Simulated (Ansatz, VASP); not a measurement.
**Cross-check of BAs between VASP and Ansatz**

Wanted: the spread between two codes on one cell, functional and k mesh. The cell is taken from a series of runs on this material, whose earlier steps may have relaxed, scaled, displaced or heated it; both programs get it as it stands.

Method: plane waves, with VASP 6.6.1 beside it; PBE and r2SCAN, spin-orbit coupling, in Ansatz 0.2.0.

## Step 1: Set-up

Symmetry: F-43m, No. 216, cubic system. The conventional cell has a = 4.809 Å, b = 4.809 Å, c = 4.809 Å, α = 90.00°, β = 90.00°, γ = 90.00°. Nearest to B lie 4 As at 2.08 Å. Nearest to As lie 4 B at 2.08 Å. Farther neighbours are not listed.

## Step 2: Ansatz: single point, PBE

Ansatz runs on its default PAW (the set named soft_2) files.

With cell and atoms fixed, the geometry can't cause a difference; cores, projectors, grids and the points listed under the comparison can.

input.yaml reads:

```yaml
crystal:
  lattice:
    - [0.0, 2.4044053323, 2.4044053323]
    - [2.4044053323, 0.0, 2.4044053323]
    - [2.4044053323, 2.4044053323, 0.0]
  atoms:
    - { symbol: B, position: [0.0, 0.0, 0.0] }
    - { symbol: As, position: [0.25, 0.25, 0.25] }
kpoints:
  mp_grid: { grid: [8, 8, 8] }
  band_path:
    path:
      - [[0.0, 0.0, 0.0], [-0.5, -0.5, 0.0], [-0.375, -0.375, 0.25]]
      - [[-0.375, 0.0, 0.375], [0.0, 0.0, 0.0], [0.0, 0.0, 0.5], [-0.5, -0.25, 0.25], [-0.5, -0.5, 0.0]]
    npoints: 10
hamiltonian:
  xc: pbe
scf:
  occupations: { method: fermi_dirac, width: 0.02 }
  n_extra_bands: 4
output:
  eigenvalues: true
```

Launch:

```sh
$ ansatz run input.yaml --threads 3 --pin off --max-ram 92160MiB --backend cuda --devices 1 --max-vram 13GiB --events-out ev --progress --plain --runs-dir out
```

Numbers of over 12 decimals in the logs are rounded to 6 here.

Log:

```text
scf.n_extra_bands = 4 over 9 filled bands (N_el = 18.0): the run solves 13 bands
GPUs: using 1 of 1 available (devices: 1).
Engine: ansatz 0.2.0, x86_64-unknown-linux-gnu
Pseudopotentials: kind: paw
Pseudopotential: B, paw, valence charge 3, recommended cutoff 420 eV (normal), B.paw.azcp
Pseudopotential: As, paw, valence charge 15, recommended cutoff 420 eV (normal), As.paw.azcp
Functional definition: PBE
  parameter kappa = 0.804
  parameter beta = 0.066725
  exchange = pbe_x(kappa = kappa, mu = beta*pi^2/3)
  correlation = pbe_c(beta = beta)
device memory: the entry about to start is reckoned to put 0.7 GiB on a device that reports 57.5 GiB free (of which the cap on the GPU budget leaves the run 13.0 GiB)
GPU FFT provider: cuFFT
GPU libraries: cuBLAS 13.8.2, cuFFT 12.4.0, cuSOLVER 12.3.4
Crystal: 2 atoms, lattice volume = 27.801 Å³
Basis set: ecut = 420 eV, 537 PW (Γ)
Bands: 13, of which v1, the nominal top of the filled ones, is band 9 counted from 1 (8 counted from 0)
Symmetry: 24 space group operations
Space group: F-43m (ITA 216), of the structure as read, at distance tolerance 3.0e-5 Å
k-points: 29 of 512 (time reversal used)
Non-local potential: B, projectors of the file, l = 0: 2, l = 1: 2, l = 2: 1
Non-local potential: As, projectors of the file, l = 0: 2, l = 1: 2, l = 2: 3, l = 3: 1
PAW form: soft (Blöchl's): semilocal exchange-correlation on the pseudo side does not see the compensation charge
PAW one-centre angular grid: B, 110 points (default); XC on 64 Gauss nodes
PAW one-centre angular grid: As, 590 points (default); XC on 64 Gauss nodes
Initial density: superposition of atomic densities (neutral atoms: chi_scale 0, normalization atom), corrected by the library's trained network
Initial wavefunctions: pseudopotential atomic-orbital guess
GPU buffer pool allocated for 13824 grid points (all kernels)
GPU transforms: local potential and band sums: pruned to the plane-wave sphere, on 24×24×24
Functional: x = pbe(κ = 0.804, μ = 0.219515), c = pbe(β = 0.066725)
SCF iter   1: F=—  HF=-5012.102580 eV  |F-HF|=—  |Δ(HF+E_count)|=         —  Δρ=6.89e-4  dr2=5.03e-5  ethr=1.77e-3  ⟨swp⟩=5.5  Hψ=2097  notcnv=0
preconditioner: auto → none  [insulator: Δε(μ)=1.217 eV  Ē_g=12.258 eV  σ=0.020 eV  W_gap=1.00  n_scr=8 (ndim 8)  ℏωp=19.9 eV  f_vac=0.001  D(μ)=0.00/eV (n_scr^D=0)  ε∞_Penn≈3.6]
SCF iter   2: F=—  HF=-5012.102774 eV  |F-HF|=—  |Δ(HF+E_count)|=   1.94e-4  Δρ=3.96e-4  dr2=1.76e-5  ethr=2.80e-7  ⟨swp⟩=2.9  Hψ=924  notcnv=0
SCF iter   3: F=—  HF=-5012.102806 eV  |F-HF|=—  |Δ(HF+E_count)|=   3.22e-5  Δρ=2.01e-4  dr2=3.55e-6  ethr=9.75e-8  ⟨swp⟩=2.0  Hψ=636  notcnv=0
SCF iter   4: F=—  HF=-5012.102821 eV  |F-HF|=—  |Δ(HF+E_count)|=   1.44e-5  Δρ=5.52e-5  dr2=3.98e-7  ethr=1.97e-8  ⟨swp⟩=2.0  Hψ=493  notcnv=0
iter 5 did not close the SCF: its close was put off for the readings that it lacked (scf_convergence_deferred on its scf_iter line)
SCF iter   5: F=-5012.102822 eV  HF=-5012.102822 eV  |F-HF|=5.63e-8  |Δ(HF+E_count)|=   1.12e-6  Δρ=2.06e-5  dr2=9.19e-8  ethr=2.21e-9  ⟨swp⟩=2.9  Hψ=634  notcnv=0
SCF iter   6: F=-5012.102822 eV  HF=-5012.102822 eV  |F-HF|=1.38e-8  |Δ(HF+E_count)|=   7.62e-9  Δρ=8.29e-6  dr2=1.11e-8  ethr=5.10e-10  ⟨swp⟩=1.0  Hψ=1141  notcnv=0
SCF 1 converged in 6 iterations: F = -5012.102822 eV  dr2 = 1.11e-8
  greatest PAW one-centre occupation: 0.999 electrons in one spin orbital (limit 2), on the As atom at site 1 (counted from 0), in its partial waves of l = 2
device memory: the entry about to start is reckoned to put 0.7 GiB on a device that reports 57.1 GiB free (of which the cap on the GPU budget leaves the run 13.0 GiB)
NSCF: frozen V_eff on 62 k-points, pencils in batches of 32, up to order 60
SCF converged after 6 iterations
Free energy (F): -5012.102822 eV
Harris-Foulkes:  -5012.102822 eV  (|F-HF|=1.38e-8)
Internal energy: -5012.102822 eV  (E = F + TS)
E sigma→0 (E₀):  -5012.102822 eV
Fermi energy:    11.412472 eV
--- Per-component energies (eV) ---
  E_band       = -215.030669
  E_kinetic    = 151.226278
  E_local      = -1711.378129  (includes V_loc(G=0)·N_el)
  E_nonlocal   = -657.833836
  E_hartree    = 946.636261
  E_xc         = -111.113064
  E_vxc        = -117.242938  (∫ρ·V_xc dr)
  E_paw        = -1915.281477  (= ΣΔE_a)
  E_vpaw       = 226.929424  (= ΣTr[D̂ρ^β])
  E_aug_tail   = 0.000006  (compensation charges beyond the density's cutoff)
  E_ewald      = -1714.358859
  E_smearing   = -0.000000  (= −TS)
  E_closure    = 0.000000  (closes the sum)
  Σ components = -5012.102822   (vs F -5012.102822, Δ=0.00e0)
--- Band table (eV; the first three rows and the last of 29) ---
  k-point 0: bands = [... 5 lower, -4.4122, 10.8114, 10.8114, 10.8114, 14.0674, 14.0674, 14.0674, 15.2336]
  k-point 1: bands = [... 5 lower, -4.1608, 8.8657, 10.3836, 10.3836, 14.1262, 14.6327, 14.6327, 16.5743]
  k-point 2: bands = [... 5 lower, -3.4298, 5.9390, 9.6868, 9.6868, 13.7713, 15.4267, 15.4267, 18.5734]
  k-point 28: bands = [... 5 lower, -0.1839, 2.8495, 5.4509, 5.7409, 16.0723, 16.6441, 17.5837, 17.7345]
```

In the SCF lines HF is the Harris–Foulkes energy and dr2 the Hartree energy of the density residual, in eV; the loop may stop once dr2 is under the threshold and the program's other checks hold. Hψ counts applications of the Hamiltonian.

## Step 3: VASP: single point, PBE

The same cell, functional, mesh and smearing now go to VASP, with its own data sets.

Lines of VASP's logs that name or quote its potential files are left out, and so is its time.

INCAR reads:

```
SYSTEM = BAs
PREC = Accurate
ENCUT = 420
EDIFF = 1E-06
NELM = 120
ISMEAR = -1
SIGMA = 0.02
LREAL = .FALSE.
ALGO = Normal
GGA = PE
NBANDS = 10
LORBIT = 11
LWAVE = .FALSE.
LCHARG = .FALSE.
ISIF = 2
LASPH = .TRUE.
GGA_COMPAT = .FALSE.
EFERMI = MIDGAP
```

POSCAR reads:

```
BAs
1.0
    0.0000000000      2.4044053323      2.4044053323
    2.4044053323      0.0000000000      2.4044053323
    2.4044053323      2.4044053323      0.0000000000
B As
1 1
Direct
    0.0000000000      0.0000000000      0.0000000000
    0.2500000000      0.2500000000      0.2500000000
```

KPOINTS reads:

```
Automatic mesh
0
Gamma
8 8 8
0 0 0
```

PAW data sets: B and As (PBE family, release 64).

Launch:

```sh
$ mpirun -np 1 vasp_std
```

Log:

```text
[banner, memory and clock lines left out]
running    1 mpi-ranks, on    1 nodes
 distrk:  each k-point on    1 cores,    1 groups
 distr:  one band on    1 cores,    1 groups

 POSCAR found type information on POSCAR B As
 POSCAR found :  2 types and       2 ions
 LDA part: xc-table for (Slater+PW92), standard interpolation
 POSCAR, INCAR and KPOINTS ok, starting setup
 FFT: planning ... GRIDC
 FFT: planning ... GRID_SOFT
 FFT: planning ... GRID
 WAVECAR not read
 entering main loop
       N       E                     dE             d eps       ncg     rms          rms(c)
DAV:   1     0.876150450619E+01    0.87615E+01   -0.34440E+03   580   0.601E+02
DAV:   2    -0.115169550739E+02   -0.20278E+02   -0.18922E+02   822   0.945E+01
DAV:   3    -0.120112194434E+02   -0.49426E+00   -0.49364E+00   678   0.150E+01
DAV:   4    -0.120125040530E+02   -0.12846E-02   -0.12845E-02   690   0.860E-01
DAV:   5    -0.120125064706E+02   -0.24176E-05   -0.24176E-05   688   0.326E-02    0.479E+00
DAV:   6    -0.114716386947E+02    0.54087E+00   -0.15831E+00   618   0.542E+00    0.234E+00
DAV:   7    -0.114166968486E+02    0.54942E-01   -0.17960E-01   702   0.223E+00    0.963E-01
DAV:   8    -0.114101612953E+02    0.65356E-02   -0.20496E-02   640   0.850E-01    0.994E-02
DAV:   9    -0.114104680274E+02   -0.30673E-03   -0.72334E-04   676   0.167E-01    0.571E-02
DAV:  10    -0.114106359840E+02   -0.16796E-03   -0.22292E-04   640   0.956E-02    0.132E-02
DAV:  11    -0.114106416811E+02   -0.56972E-05   -0.60808E-06   720   0.176E-02    0.110E-02
DAV:  12    -0.114106416908E+02   -0.96690E-08   -0.28426E-06   632   0.977E-03
   1 F= -.11410642E+02 E0= -.11410642E+02  d E =-.168559E-14
```

OUTCAR, selected parts (step 3):

```text
ion  position               nearest neighbor table
   1  0.000  0.000  0.000-   2 2.08   2 2.08   2 2.08   2 2.08
   2  0.250  0.250  0.250-   1 2.08   1 2.08   1 2.08   1 2.08

  LATTYP: Found a face centered cubic cell.
 ALAT       =     4.8088106646

 Subroutine GETGRP returns: Found 24 space group operations
 (whereof 24 operations were pure point group operations)

The static configuration has the point symmetry T_d .

 Found     29 irreducible k-points:

   k-points           NKPTS =     29   k-points in BZ     NKDIM =     29   number of bands    NBANDS=     10

   dimension x,y,z NGX =    24 NGY =   24 NGZ =   24
   dimension x,y,z NGXF=    48 NGYF=   48 NGZF=   48

   ENCUT  =  420.0 eV  30.87 Ry    5.56 a.u.   5.68  5.68  5.68*2*pi/ulx,y,z

   NELECT =       8.0000    total number of electrons

 k-points in reciprocal lattice and weights: Automatic mesh
   0.00000000  0.00000000  0.00000000       0.002
   0.12500000  0.00000000  0.00000000       0.016
   0.25000000  0.00000000  0.00000000       0.016
   0.37500000  0.00000000  0.00000000       0.016
   0.50000000  0.00000000  0.00000000       0.008
   0.12500000  0.12500000  0.00000000       0.012
   0.25000000  0.12500000  0.00000000       0.047
   0.37500000  0.12500000  0.00000000       0.047
   0.50000000  0.12500000  0.00000000       0.047
[...]
-0.37500000  0.50000000  0.12500000       0.023
  -0.25000000  0.50000000  0.25000000       0.012

 average (electrostatic) potential at core
       1 -27.0321       2 -48.9664

 E-fermi :   6.5134

 k-point     1 :       0.0000    0.0000    0.0000
  band No.  band energies     occupation
      1      -9.3120      2.00000
      2       5.9095      2.00000
      3       5.9095      2.00000
      4       5.9095      2.00000
      5       9.1608      0.00000
      6       9.1608      0.00000
      7       9.1608      0.00000
      8      10.3448      0.00000
      9      15.3967      0.00000
    ...

 k-point     2 :       0.1250    0.0000    0.0000
  band No.  band energies     occupation
      1      -9.0607      2.00000
      2       3.9628      2.00000
      3       5.4809      2.00000
      4       5.4809      2.00000
      5       9.2238      0.00000
      6       9.7259      0.00000
      7       9.7259      0.00000
      8      11.6775      0.00000
      9      16.3253      0.00000
    ...

 k-point     3 :       0.2500    0.0000    0.0000
  band No.  band energies     occupation
      1      -8.3299      2.00000
      2       1.0327      2.00000
      3       4.7834      2.00000
      4       4.7834      2.00000
      5       8.8708      0.00000
      6      10.5171      0.00000
      7      10.5171      0.00000
      8      13.6667      0.00000
      9      17.0864      0.00000
    ...

  Total        0.1115731      0.1115731      0.1115731      0.0000000      0.0000000      0.0000000
  in kB        6.4300922      6.4300922      6.4300922      0.0000000      0.0000000      0.0000000
  external PRESSURE =       6.4300922 kB  Pullay stress =       0.0000000 kB

  energy-cutoff  :      420.00
  volume of cell :       27.80
      direct lattice vectors                 reciprocal lattice vectors
     0.000000000  2.404405332  2.404405332    -0.207951627  0.207951627  0.207951627
     2.404405332  0.000000000  2.404405332     0.207951627 -0.207951627  0.207951627
     2.404405332  2.404405332  0.000000000     0.207951627  0.207951627 -0.207951627

 POSITION                                       TOTAL-FORCE (eV/Angst)
 -----------------------------------------------------------------------------------
      0.00000      0.00000      0.00000         0.000000      0.000000     -0.000000
      1.20220      1.20220      1.20220        -0.000000     -0.000000      0.000000
 -----------------------------------------------------------------------------------
    total drift:                                0.000000      0.000000      0.000000

  FREE ENERGIE OF THE ION-ELECTRON SYSTEM (eV)
  ---------------------------------------------------
  free  energy   TOTEN  =       -11.4106416908 eV

  energy  without entropy=      -11.4106416908  energy(sigma->0) =      -11.41064169

 total charge
# of ion       s       p       d       tot
------------------------------------------
    1        0.657   1.158   0.000   1.815
    2        1.173   1.647   0.085   2.905
--------------------------------------------------
tot          1.830   2.805   0.085   4.720

[... 3 further parts left out ...]
```

The run ends at a pressure of 0.64 GPa.

## Step 4: Side by side

Known differences besides the potentials themselves: the data sets hold 18 valence electrons in Ansatz (on its default PAW (the set named soft_2) files) and 8 in VASP. Total energies have different zeros and are not compared.

The two programs side by side:

| quantity | Ansatz | VASP | difference |
| --- | --- | --- | --- |
| gap on the k mesh (eV) | 1.216 | 1.208 | +0.008 |

A gap on the mesh is an upper bound, since the band edges may lie between its points.

[end of part 1 of 2]

[Lines on the potential files, build, host, timing and source positions are cut from VASP's logs without a mark.]

[Logs are printed without paths, hosts, clocks, repeated set-up lines and the standing remarks that a program may print on its own settings, such as how far it seeks lower states.]

[Hosts, paths, dates, database ids (printed as entryN), source tags and the programs' standing remarks are cut or masked in the printed files.]
